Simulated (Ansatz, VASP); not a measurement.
## Two plane-wave programs on Zn3AsN

```xyz
5
Lattice="4.1712 0.0000 0.0000 0.0000 4.1712 0.0000 0.0000 0.0000 4.1712" Properties=species:S:1:pos:R:3 pbc="T T T"
Zn    0.0000    2.0856    2.0856
Zn    2.0856    0.0000    2.0856
Zn    2.0856    2.0856    0.0000
As    0.0000    0.0000    0.0000
N     2.0856    2.0856    2.0856
```

Alike in both runs: functional PBE; k mesh 8 × 8 × 8; occupations gaussian, width 0.1 eV; no spin polarisation.

Ansatz relaxed the structure, and its values are those at the end. VASP's run is a single point on that final structure, the one shown.

|  | VASP | Ansatz |
| --- | --- | --- |
| version | VASP 6.6.1 | Ansatz 0.2.0 |
| potentials or method | VASP PAW PBE potentials, release 64 (Zn, As, N) | scalar-relativistic, plane waves, PAW |
| plane-wave cutoff (eV) | 520 | 420 |
| valence electrons in the cell | 46 | 56 |

Ansatz gave:

- gap on the k mesh at the Fermi level (eV): none
- pressure (GPa): 0.0

Task: Which values does VASP return?

Result: gap on the k mesh at the Fermi level (eV): none; pressure (GPa): 0.5.

A gap of «none» marks a metal or a gap that the smearing closes. The functional is the same, so the differences come from potentials, cutoffs and numerics. The two sets of potentials don't hold the same shells in valence.
